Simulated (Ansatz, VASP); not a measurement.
# Cross-check of Al10Ga8N8O13 (amorphous Al2O3 against GaN(10-10), -6 O) between VASP and Ansatz

One calculation is typed for both programs; each brings its own data sets. How far apart do they land? Of the first pair: The structure shown is the start of the Ansatz relaxation below; VASP solves that cell, so the two are compared at the walk's first step.

Main program and level: Ansatz 0.2.0; plane waves, with VASP 6.6.1 beside it; single point at PBE.

**1. The starting structure**

The cell holds 117 atoms: 24 Ga, 24 N, 30 Al and 39 O. Its edges and angles: a = 10.460 Å, b = 9.630 Å, c = 13.579 Å, α = 90.0°, β = 90.0°, γ = 90.0°. It derives from GaN (4 planes of wurtzite GaN(10-10)). A slab of 4 planes of wurtzite GaN(10-10) (starting lattice constant a = 3.21 A, c = 5.23 A), 10.46 x 9.63 A in plane. 69 atoms (30 Al, 39 O) packed at random between the slab and its periodic image at 3.05 g/cm^3 (a layer of 7.7 A) and pushed apart as soft spheres. Langevin MD at fixed cell with the MACE-MP-0b2 small potential (Batatia et al., arXiv:2401.00096), steps of 1.5 fs: 0.63 ps at 3000 K with the crystal held, 3000 to 1000 K in 1.8 ps with the crystal held, 1000 to 300 K in 0.9 ps with its inner planes held; soft walls kept the melt out of the crystal while it was held. Then all atoms and the cell's height relaxed. The structure's axis is c.

**2. Ansatz: relaxation, PBE**

Ansatz runs on its default PAW (the set named soft_2) files.

The two programs are compared at the cell with which this relaxation starts, whose forces are those of its first step.

The input, input.yaml:

```yaml
crystal:
  lattice:
    - [10.46, 0.0, 0.0]
    - [0.0, 9.63, 0.0]
    - [0.0, 0.0, 13.57893]
  atoms:
    - { symbol: Ga, position: [0.01231, 0.03386, 0.32083] }
    - { symbol: "N", position: [0.07392, 0.04041, 0.06125] }
    - { symbol: Ga, position: [0.25597, 0.04022, 0.08709] }
    - { symbol: "N", position: [0.31766, 0.04777, 0.34297] }
    - { symbol: Ga, position: [0.00833, 0.20921, 0.12145] }
    - { symbol: "N", position: [0.06926, 0.20639, 0.2625] }
    - { symbol: Ga, position: [0.25527, 0.21659, 0.27957] }
    - { symbol: "N", position: [0.31791, 0.21325, 0.13981] }
    - { symbol: Ga, position: [0.00572, 0.37733, 0.31449] }
    - { symbol: "N", position: [0.06878, 0.37483, 0.05223] }
    - { symbol: Ga, position: [0.25109, 0.37539, 0.07676] }
    - { symbol: "N", position: [0.31109, 0.39294, 0.3421] }
    - { symbol: Ga, position: [0.00156, 0.54557, 0.11772] }
    - { symbol: "N", position: [0.06885, 0.54057, 0.251] }
    - { symbol: Ga, position: [0.25752, 0.54502, 0.25584] }
    - { symbol: "N", position: [0.3238, 0.54537, 0.12461] }
    - { symbol: Ga, position: [0.01108, 0.6961, 0.33081] }
    - { symbol: "N", position: [0.07293, 0.71109, 0.05323] }
    - { symbol: Ga, position: [0.25608, 0.71424, 0.06631] }
    - { symbol: "N", position: [0.31503, 0.68573, 0.35504] }
    - { symbol: Ga, position: [0.01133, 0.86922, 0.12894] }
    - { symbol: "N", position: [0.07634, 0.86435, 0.26703] }
    - { symbol: Ga, position: [0.26111, 0.86692, 0.28656] }
    - { symbol: "N", position: [0.32238, 0.8715, 0.14391] }
    - { symbol: Ga, position: [0.50639, 0.04187, 0.33278] }
    - { symbol: "N", position: [0.56989, 0.05104, 0.07266] }
    - { symbol: Ga, position: [0.75529, 0.02543, 0.0766] }
    - { symbol: "N", position: [0.82594, 0.04557, 0.32423] }
    - { symbol: Ga, position: [0.50453, 0.21682, 0.13576] }
    - { symbol: "N", position: [0.57112, 0.21284, 0.27137] }
    - { symbol: Ga, position: [0.75914, 0.20736, 0.25753] }
    - { symbol: "N", position: [0.82014, 0.206, 0.11848] }
    - { symbol: Ga, position: [0.49853, 0.38056, 0.3324] }
    - { symbol: "N", position: [0.56576, 0.38281, 0.05901] }
    - { symbol: Ga, position: [0.74919, 0.38106, 0.07361] }
    - { symbol: "N", position: [0.82215, 0.37394, 0.32131] }
    - { symbol: Ga, position: [0.51061, 0.55451, 0.12841] }
    - { symbol: "N", position: [0.56807, 0.54562, 0.26703] }
    - { symbol: Ga, position: [0.75509, 0.54866, 0.26674] }
    - { symbol: "N", position: [0.815, 0.54729, 0.13086] }
    - { symbol: Ga, position: [0.50438, 0.70286, 0.34709] }
    - { symbol: "N", position: [0.57232, 0.72056, 0.05803] }
    - { symbol: Ga, position: [0.76122, 0.71856, 0.05251] }
    - { symbol: "N", position: [0.82698, 0.70669, 0.3471] }
    - { symbol: Ga, position: [0.51008, 0.87706, 0.13856] }
    - { symbol: "N", position: [0.57145, 0.87014, 0.27637] }
    - { symbol: Ga, position: [0.76023, 0.86951, 0.27527] }
    - { symbol: "N", position: [0.82668, 0.8656, 0.14264] }
    - { symbol: Al, position: [0.45898, 0.97762, 0.74619] }
    - { symbol: Al, position: [0.54246, 0.079, 0.93805] }
    - { symbol: Al, position: [0.75418, 0.35499, 0.44508] }
    - { symbol: Al, position: [0.76735, 0.72044, 0.4793] }
    - { symbol: Al, position: [0.34142, 0.0538, 0.48469] }
    - { symbol: Al, position: [0.91897, 0.24886, 0.61803] }
    - { symbol: Al, position: [0.92436, 0.78292, 0.69298] }
    - { symbol: Al, position: [0.84375, 0.55877, 0.82392] }
    - { symbol: Al, position: [0.50455, 0.76631, 0.93198] }
    - { symbol: Al, position: [0.59043, 0.51389, 0.55307] }
    - { symbol: Al, position: [0.62513, 0.17169, 0.68792] }
    - { symbol: Al, position: [0.95957, 0.54813, 0.5417] }
    - { symbol: Al, position: [0.41219, 0.76698, 0.64646] }
    - { symbol: Al, position: [0.07286, 0.37647, 0.91316] }
    - { symbol: Al, position: [0.64172, 0.77791, 0.72486] }
    - { symbol: Al, position: [0.25138, 0.5322, 0.44263] }
    - { symbol: Al, position: [0.1738, 0.3157, 0.60809] }
    - { symbol: Al, position: [0.78962, 0.98245, 0.85189] }
    - { symbol: Al, position: [0.79747, 0.25993, 0.83572] }
    - { symbol: Al, position: [0.57806, 0.52215, 0.76031] }
    - { symbol: Al, position: [0.06116, 0.05628, 0.92362] }
    - { symbol: Al, position: [0.59017, 0.94721, 0.57417] }
    - { symbol: Al, position: [0.18419, 0.87288, 0.76656] }
    - { symbol: Al, position: [0.30365, 0.19406, 0.81368] }
    - { symbol: Al, position: [0.03124, 0.69991, 0.91595] }
    - { symbol: Al, position: [0.10493, 0.98504, 0.57049] }
    - { symbol: Al, position: [0.83783, 0.03492, 0.45915] }
    - { symbol: Al, position: [0.29907, 0.59909, 0.8417] }
    - { symbol: Al, position: [0.51833, 0.37768, 0.92528] }
    - { symbol: Al, position: [0.40362, 0.30864, 0.63999] }
    - { symbol: O, position: [0.67146, 0.12299, 0.8478] }
    - { symbol: O, position: [0.45979, 0.17965, 0.73473] }
    - { symbol: O, position: [0.2771, 0.45946, 0.55945] }
    - { symbol: O, position: [0.01356, 0.40616, 0.61089] }
    - { symbol: O, position: [0.90614, 0.71529, 0.57222] }
    - { symbol: O, position: [0.58525, 0.37935, 0.45632] }
    - { symbol: O, position: [0.07666, 0.57521, 0.44719] }
    - { symbol: O, position: [0.08846, 0.87857, 0.87996] }
    - { symbol: O, position: [0.14929, 0.54086, 0.89167] }
    - { symbol: O, position: [0.51016, 0.02945, 0.47345] }
    - { symbol: O, position: [0.28257, 0.01721, 0.77667] }
    - { symbol: O, position: [0.42759, 0.47682, 0.83919] }
    - { symbol: O, position: [0.4285, 0.21836, 0.91856] }
    - { symbol: O, position: [0.05879, 0.89245, 0.67744] }
    - { symbol: O, position: [0.83028, 0.21139, 0.50611] }
    - { symbol: O, position: [0.75407, 0.90605, 0.96325] }
    - { symbol: O, position: [0.79125, 0.50647, 0.51472] }
    - { symbol: O, position: [0.15258, 0.21171, 0.88833] }
    - { symbol: O, position: [0.73843, 0.59563, 0.72391] }
    - { symbol: O, position: [0.86459, 0.64294, 0.94189] }
    - { symbol: O, position: [0.28156, 0.72231, 0.74308] }
    - { symbol: O, position: [0.34194, 0.70843, 0.94311] }
    - { symbol: O, position: [0.48207, 0.93398, 0.8813] }
    - { symbol: O, position: [0.31307, 0.2084, 0.55187] }
    - { symbol: O, position: [0.58001, 0.68523, 0.83431] }
    - { symbol: O, position: [0.79733, 0.87209, 0.75138] }
    - { symbol: O, position: [0.59929, 0.66609, 0.47196] }
    - { symbol: O, position: [0.49308, 0.59727, 0.64834] }
    - { symbol: O, position: [0.73899, 0.90388, 0.50587] }
    - { symbol: O, position: [0.666, 0.39604, 0.85355] }
    - { symbol: O, position: [0.25657, 0.92379, 0.54652] }
    - { symbol: O, position: [0.9099, 0.1115, 0.8759] }
    - { symbol: O, position: [0.06868, 0.15991, 0.61153] }
    - { symbol: O, position: [0.79625, 0.23544, 0.70462] }
    - { symbol: O, position: [0.57282, 0.36379, 0.64755] }
    - { symbol: O, position: [0.92034, 0.39129, 0.85296] }
    - { symbol: O, position: [0.97906, 0.66317, 0.78222] }
    - { symbol: O, position: [0.00199, 0.98181, 0.46574] }
    - { symbol: O, position: [0.26066, 0.32602, 0.7228] }
kpoints:
  mp_grid: { grid: [1, 1, 1] }
hamiltonian:
  xc: pbe
scf:
  occupations: { method: fermi_dirac, width: 0.025 }
output:
  forces: true
relax:
  f_tol: 0.08
  max_steps: 90
  cell: { fix: [a, b, alpha, beta, gamma] }
```

Launch:

```
> ansatz run input.yaml --threads 4 --pin off --max-ram 8192MiB --backend cpu --events-out ev --progress --plain --runs-dir out
```

Numbers of over 12 decimals in the logs are rounded to 6 here.

The log of the run:

```text
Engine: ansatz 0.2.0, aarch64-unknown-linux-gnu
Pseudopotentials: kind: paw
Pseudopotential: Ga, paw, valence charge 13, recommended cutoff 420 eV (normal), Ga.paw.azcp
Pseudopotential: N, paw, valence charge 5, recommended cutoff 420 eV (normal), N.paw.azcp
Pseudopotential: Al, paw, valence charge 3, recommended cutoff 420 eV (normal), Al.paw.azcp
Pseudopotential: O, paw, valence charge 6, recommended cutoff 420 eV (normal), O.paw.azcp
Functional definition: PBE
  parameter kappa = 0.804
  parameter beta = 0.066725
  exchange = pbe_x(kappa = kappa, mu = beta*pi^2/3)
  correlation = pbe_c(beta = beta)
Crystal: 117 atoms, lattice volume = 1367.803 Å³
Basis set: ecut = 420 eV, 26771 PW (Γ), exchange–correlation on 144×144×192 points (8 copies of the dense FFT grid, shifted against one another)
Bands: 495, of which v1, the nominal top of the filled ones, is band 378 counted from 1 (377 counted from 0)
Symmetry: 1 space group operations
Space group: P1 (ITA 1), of the structure as read, at distance tolerance 1.1e-4 Å
k-points: 1
Non-local potential: Ga, projectors of the file, l = 0: 2, l = 1: 2, l = 2: 3, l = 3: 1
Non-local potential: N, projectors of the file, l = 0: 2, l = 1: 2, l = 2: 1
Non-local potential: Al, projectors of the file, l = 0: 2, l = 1: 2, l = 2: 1
Non-local potential: O, projectors of the file, l = 0: 2, l = 1: 2, l = 2: 1
PAW form: soft (Blöchl's): semilocal exchange-correlation on the pseudo side does not see the compensation charge
PAW one-centre angular grid: Ga, 590 points (default); XC on 64 Gauss nodes
PAW one-centre angular grid: N, 110 points (default); XC on 64 Gauss nodes
PAW one-centre angular grid: Al, 110 points (default); XC on 64 Gauss nodes
PAW one-centre angular grid: O, 110 points (default); XC on 64 Gauss nodes
Initial density: superposition of atomic densities (neutral atoms: chi_scale 0, normalization atom), corrected by the library's trained network
Initial wavefunctions: pseudopotential atomic-orbital guess
Functional: x = pbe(κ = 0.804, μ = 0.219515), c = pbe(β = 0.066725)
SCF iter   1: F=—  HF=-138356.051005 eV  |F-HF|=—  |Δ(HF+E_count)|=         —  Δρ=7.92e-3  dr2=3.95e0  ethr=1.77e-3  ⟨swp⟩=6.0  Hψ=2135  notcnv=0  defer=25
preconditioner: auto → LDOS  [metal: Δε(μ)=0.014 eV  Ē_g=15.723 eV  σ=0.025 eV  W_gap=0.14  n_scr=340 (ndim 8)  ℏωp=27.6 eV  f_vac=0.028  D(μ)=39.27/eV (n_scr^D=276)  β→1.0]
SCF iter   2: F=—  HF=-138355.650503 eV  |F-HF|=—  |Δ(HF+E_count)|=   4.01e-1  Δρ=8.60e-3  dr2=4.24e0  ethr=5.23e-4  ⟨swp⟩=3.0  Hψ=668  notcnv=0  defer=110
SCF iter   3: F=—  HF=-138355.351824 eV  |F-HF|=—  |Δ(HF+E_count)|=   2.99e-1  Δρ=3.41e-3  dr2=4.81e-1  ethr=5.23e-4  ⟨swp⟩=2.0  Hψ=582  notcnv=0  defer=110
SCF iter   4: F=—  HF=-138355.319912 eV  |F-HF|=—  |Δ(HF+E_count)|=   3.19e-2  Δρ=2.47e-3  dr2=2.11e-1  ethr=6.36e-5  ⟨swp⟩=2.0  Hψ=739  notcnv=0  defer=110
SCF iter   5: F=—  HF=-138355.308762 eV  |F-HF|=—  |Δ(HF+E_count)|=   1.11e-2  Δρ=2.47e-3  dr2=1.38e-1  ethr=2.79e-5  ⟨swp⟩=2.0  Hψ=738  notcnv=0  defer=110
SCF iter   6: F=—  HF=-138355.295441 eV  |F-HF|=—  |Δ(HF+E_count)|=   1.33e-2  Δρ=1.70e-3  dr2=9.82e-2  ethr=1.82e-5  ⟨swp⟩=3.0  Hψ=931  notcnv=0  defer=108
SCF iter   7: F=—  HF=-138355.289596 eV  |F-HF|=—  |Δ(HF+E_count)|=   5.84e-3  Δρ=1.25e-3  dr2=5.03e-2  ethr=1.30e-5  ⟨swp⟩=2.0  Hψ=737  notcnv=0  defer=108
SCF iter   8: F=—  HF=-138355.284305 eV  |F-HF|=—  |Δ(HF+E_count)|=   5.29e-3  Δρ=8.39e-4  dr2=2.28e-2  ethr=6.66e-6  ⟨swp⟩=2.0  Hψ=738  notcnv=0  defer=108
SCF iter   9: F=—  HF=-138355.282838 eV  |F-HF|=—  |Δ(HF+E_count)|=   1.47e-3  Δρ=5.88e-4  dr2=1.08e-2  ethr=3.02e-6  ⟨swp⟩=2.0  Hψ=735  notcnv=0  defer=108
SCF iter  10: F=—  HF=-138355.282090 eV  |F-HF|=—  |Δ(HF+E_count)|=   7.47e-4  Δρ=3.77e-4  dr2=4.50e-3  ethr=1.43e-6  ⟨swp⟩=2.0  Hψ=735  notcnv=0  defer=108
SCF iter  11: F=—  HF=-138355.281793 eV  |F-HF|=—  |Δ(HF+E_count)|=   2.97e-4  Δρ=2.55e-4  dr2=2.20e-3  ethr=5.95e-7  ⟨swp⟩=2.0  Hψ=735  notcnv=0  defer=108
SCF iter  12: F=—  HF=-138355.281715 eV  |F-HF|=—  |Δ(HF+E_count)|=   7.82e-5  Δρ=1.92e-4  dr2=1.18e-3  ethr=2.91e-7  ⟨swp⟩=2.0  Hψ=734  notcnv=0  defer=108
SCF iter  13: F=—  HF=-138355.281621 eV  |F-HF|=—  |Δ(HF+E_count)|=   9.37e-5  Δρ=1.18e-4  dr2=4.15e-4  ethr=1.56e-7  ⟨swp⟩=2.0  Hψ=463  notcnv=0  defer=108
SCF iter  14: F=—  HF=-138355.281595 eV  |F-HF|=—  |Δ(HF+E_count)|=   2.61e-5  Δρ=7.17e-5  dr2=1.20e-4  ethr=5.49e-8  ⟨swp⟩=2.0  Hψ=453  notcnv=0  defer=108
SCF iter  15: F=—  HF=-138355.281599 eV  |F-HF|=—  |Δ(HF+E_count)|=   3.33e-6  Δρ=4.18e-5  dr2=3.04e-5  ethr=1.58e-8  ⟨swp⟩=2.0  Hψ=560  notcnv=0  defer=108
SCF iter  16: F=—  HF=-138355.282757 eV  |F-HF|=—  |Δ(HF+E_count)|=   1.16e-3  Δρ=2.78e-5  dr2=1.26e-5  ethr=4.02e-9  ⟨swp⟩=2.0  Hψ=874  notcnv=0  defer=108
[...]
- { symbol: Ga, position: [0.243539, 0.371852, 0.090347] }
    - { symbol: N, position: [0.312568, 0.407861, 0.347491] }
    - { symbol: Ga, position: [0.000450815, 0.541992, 0.123729] }
    - { symbol: N, position: [0.070475, 0.539170, 0.254378] }
    - { symbol: Ga, position: [0.257455, 0.550482, 0.252274] }
    - { symbol: N, position: [0.322568, 0.544503, 0.120348] }
    - { symbol: Ga, position: [0.013155, 0.696614, 0.329759] }
    - { symbol: N, position: [0.071702, 0.710361, 0.057035] }
    - { symbol: Ga, position: [0.256380, 0.718762, 0.067947] }
    - { symbol: N, position: [0.325232, 0.701818, 0.338809] }
    - { symbol: Ga, position: [0.010731, 0.871018, 0.131258] }
    - { symbol: N, position: [0.074718, 0.868585, 0.270650] }
    - { symbol: Ga, position: [0.261814, 0.877708, 0.280967] }
    - { symbol: N, position: [0.321673, 0.873968, 0.144102] }
    - { symbol: Ga, position: [0.507226, 0.041810, 0.334476] }
    - { symbol: N, position: [0.562240, 0.051791, 0.071024] }
    - { symbol: Ga, position: [0.750213, 0.023604, 0.079948] }
    - { symbol: N, position: [0.817607, 0.041990, 0.328447] }
    - { symbol: Ga, position: [0.500152, 0.217577, 0.134390] }
    - { symbol: N, position: [0.563478, 0.212478, 0.272542] }
    - { symbol: Ga, position: [0.752938, 0.205824, 0.261565] }
    - { symbol: N, position: [0.816143, 0.194745, 0.130986] }
    - { symbol: Ga, position: [0.498259, 0.385321, 0.330548] }
    - { symbol: N, position: [0.557823, 0.377727, 0.054671] }
    - { symbol: Ga, position: [0.760174, 0.351305, 0.043529] }
    - { symbol: N, position: [0.810171, 0.369493, 0.324752] }
    - { symbol: Ga, position: [0.512552, 0.547856, 0.121548] }
    - { symbol: N, position: [0.570253, 0.545098, 0.258745] }
    - { symbol: Ga, position: [0.759766, 0.537170, 0.260187] }
    - { symbol: N, position: [0.814205, 0.530414, 0.123439] }
    - { symbol: Ga, position: [0.512052, 0.702898, 0.336641] }
    - { symbol: N, position: [0.572358, 0.720031, 0.055342] }
    - { symbol: Ga, position: [0.760422, 0.701791, 0.058810] }
    - { symbol: N, position: [0.826624, 0.699616, 0.343505] }
    - { symbol: Ga, position: [0.507245, 0.877989, 0.136524] }
    - { symbol: N, position: [0.572700, 0.873690, 0.274493] }
    - { symbol: Ga, position: [0.762251, 0.865051, 0.274612] }
    - { symbol: N, position: [0.822181, 0.858563, 0.138828] }
    - { symbol: Al, position: [0.431914, 0.950745, 0.735823] }
    - { symbol: Al, position: [0.563227, 0.059194, 0.930078] }
    - { symbol: Al, position: [0.745612, 0.365089, 0.448512] }
    - { symbol: Al, position: [0.769156, 0.701032, 0.477420] }
    - { symbol: Al, position: [0.337355, 0.062894, 0.482907] }
    - { symbol: Al, position: [0.916167, 0.265447, 0.615571] }
    - { symbol: Al, position: [0.926590, 0.763260, 0.691012] }
    - { symbol: Al, position: [0.845000, 0.564355, 0.826617] }
    - { symbol: Al, position: [0.508312, 0.762447, 0.929524] }
    - { symbol: Al, position: [0.526886, 0.529274, 0.546717] }
    - { symbol: Al, position: [0.666812, 0.149323, 0.691451] }
    - { symbol: Al, position: [0.980940, 0.542341, 0.523450] }
    - { symbol: Al, position: [0.368269, 0.724854, 0.642703] }
    - { symbol: Al, position: [0.063922, 0.378331, 0.923760] }
    - { symbol: Al, position: [0.650985, 0.763624, 0.720745] }
    - { symbol: Al, position: [0.265325, 0.575335, 0.434697] }
    - { symbol: Al, position: [0.168241, 0.286145, 0.621928] }
    - { symbol: Al, position: [0.800992, 0.981684, 0.848512] }
    - { symbol: Al, position: [0.800266, 0.269715, 0.853179] }
    - { symbol: Al, position: [0.579440, 0.515568, 0.757516] }
    - { symbol: Al, position: [0.065568, 0.054301, 0.934181] }
    - { symbol: Al, position: [0.616671, 0.955595, 0.576602] }
    - { symbol: Al, position: [0.173734, 0.861995, 0.770648] }
    - { symbol: Al, position: [0.294510, 0.181088, 0.833638] }
    - { symbol: Al, position: [0.027615, 0.701989, 0.921427] }
    - { symbol: Al, position: [0.088073, 0.981817, 0.572498] }
    - { symbol: Al, position: [0.827608, 0.040202, 0.463008] }
    - { symbol: Al, position: [0.293464, 0.590909, 0.854277] }
    - { symbol: Al, position: [0.521597, 0.368560, 0.921769] }
    - { symbol: Al, position: [0.413792, 0.270698, 0.648793] }
    - { symbol: O, position: [0.680030, 0.118745, 0.827343] }
    - { symbol: O, position: [0.485265, 0.124474, 0.700530] }
    - { symbol: O, position: [0.351909, 0.581335, 0.546336] }
    - { symbol: O, position: [0.035905, 0.409239, 0.609261] }
    - { symbol: O, position: [0.911128, 0.708562, 0.569610] }
    - { symbol: O, position: [0.574641, 0.388855, 0.459848] }
    - { symbol: O, position: [0.103584, 0.631880, 0.454329] }
    - { symbol: O, position: [0.085083, 0.876706, 0.882647] }
    - { symbol: O, position: [0.145759, 0.538561, 0.903899] }
    - { symbol: O, position: [0.505565, 0.023159, 0.482680] }
    - { symbol: O, position: [0.272414, 0.013321, 0.777933] }
    - { symbol: O, position: [0.424082, 0.475840, 0.842751] }
    - { symbol: O, position: [0.446190, 0.204148, 0.897776] }
    - { symbol: O, position: [0.058022, 0.880105, 0.677205] }
    - { symbol: O, position: [0.822478, 0.219047, 0.509540] }
    - { symbol: O, position: [0.720275, 0.937107, 0.954199] }
    - { symbol: O, position: [0.808593, 0.509677, 0.508093] }
    - { symbol: O, position: [0.147249, 0.219904, 0.892931] }
    - { symbol: O, position: [0.747866, 0.594173, 0.722116] }
    - { symbol: O, position: [0.854678, 0.665027, 0.938535] }
    - { symbol: O, position: [0.259169, 0.695735, 0.748854] }
    - { symbol: O, position: [0.342510, 0.714910, 0.942777] }
    - { symbol: O, position: [0.489693, 0.924600, 0.862651] }
    - { symbol: O, position: [0.307500, 0.233101, 0.547732] }
[...]
- { symbol: O, position: [0.918342, 0.106122, 0.875647] }
    - { symbol: O, position: [0.053484, 0.151554, 0.624240] }
    - { symbol: O, position: [0.807311, 0.258823, 0.711652] }
    - { symbol: O, position: [0.537278, 0.392281, 0.650995] }
    - { symbol: O, position: [0.924365, 0.401925, 0.852438] }
    - { symbol: O, position: [0.985153, 0.661173, 0.787621] }
    - { symbol: O, position: [-0.00693383, 0.996157, 0.467587] }
    - { symbol: O, position: [0.274385, 0.297394, 0.725407] }
```

[end of part 1 of 2]

[Lines on the potential files, build, host, timing and source positions are cut from VASP's logs without a mark.]

[Logs are printed without paths, hosts, clocks, repeated set-up lines and the standing remarks that a program may print on its own settings, such as how far it seeks lower states.]

[Hosts, paths, dates, database ids (printed as entryN), source tags and the programs' standing remarks are cut or masked in the printed files.]
